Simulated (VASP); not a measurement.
The system is Si3Ge.

```xyz
4
Lattice="3.2089 0.0000 0.0000 -1.6044 2.7790 0.0000 0.0000 0.0000 7.5763" Properties=species:S:1:pos:R:3 pbc="T T T"
Si    0.0000    0.0000    3.7881
Si    0.0000    0.0000    5.3398
Si    0.0000    0.0000    2.2365
Ge    0.0000    0.0000    0.0000
```

The cell was built by a generator and needn't be a form met in nature.

The cell isn't the ideal one: random cell by space group and Wyckoff sites (P6/mmm, No. 191).

| Item | Value |
| --- | --- |
| Program | VASP 6.6.1 |
| Task | relaxation of cell and atoms |
| Functional | PBE |
| Potentials or basis | VASP PAW PBE potentials, release 64 (Si, Ge_d) |
| Cutoff | 600 eV |
| k mesh | 6 × 6 × 2 |
| Occupations | gaussian, width 0.1 eV |
| Spin | no spin polarisation |

At the start: pressure 89.0 GPa; volume 16.89 Å³/atom.

Question: How do energy, volume and symmetry change on relaxing?

Answer: Over 37 steps the energy falls by 4639.8 meV/atom and the volume is 16.48 Å³/atom (-2.4 %); space group P6/mmm (No. 191, to 0.05 Å).

The path:
```tsv
step	energy change (eV)	largest force (eV/Å)	pressure (GPa)	volume (Å³)
1	0.0000	32.9930	89.03	67.56
2	8.9223	40.1501	29.29	154.55
3	9.6385	41.2621	29.81	155.33
4	132.9439	1.5589	-83.33	326.61
5	18.1575	1.3201	-41.37	217.32
6	1.9093	5.9013	-19.93	183.61
7	0.4958	9.9719	-12.15	175.55
8	0.2518	12.8221	-6.89	171.01
9	-4.8053	16.4291	6.63	137.59
10	-3.7430	28.3941	46.31	97.55
11	-5.0742	25.7464	43.96	95.49
12	-8.1876	19.6439	38.82	89.47
13	-11.8857	12.4131	34.21	78.15
14	-14.3273	7.5593	41.35	58.27
15	15.0946	28.6686	509.80	28.44
16	2.7780	39.9844	147.39	56.45
17	-2.9523	24.7286	191.48	41.05
18	-1.2352	17.5604	273.61	34.41
19	-9.0229	6.3118	171.11	37.84
20	-13.6194	0.3790	101.65	42.18
21	-16.3759	4.0694	42.58	51.77
22	-16.4570	4.2746	36.81	53.82
23	-16.3910	4.9655	28.57	58.09
24	-17.0936	3.3927	19.77	60.08
25	-17.9458	1.9629	7.92	64.38
26	-18.1933	0.0027	-6.16	73.51
27	-18.3325	0.3678	-2.08	70.63
28	-18.3354	0.4712	-1.50	70.02
29	-18.3348	0.5168	-1.19	69.77
30	-18.3563	0.5373	-1.29	69.63
31	-18.4123	0.6039	-1.39	69.20
32	-18.4737	0.6306	-1.37	68.27
33	-18.5023	0.5238	-1.05	67.63
34	-18.5487	0.1687	0.43	65.71
35	-18.5498	0.0833	0.87	65.30
36	-18.5585	0.0386	0.29	65.76
37	-18.5590	0.0273	0.15	65.91
```

Final structure:
```
Si Ge
1.0
     2.65479    0.00000    0.00000
    -1.32740    2.29912    0.00000
     0.00000    0.00000   10.79776
Si Ge
3 1
Direct
  0.00000 0.00000 0.50000
  0.00000 0.00000 0.74101
  0.00000 0.00000 0.25899
  0.00000 0.00000 0.00000
```

Caveat: the k mesh is coarse (spacing up to 0.41 Å⁻¹), so the values aren't converged.
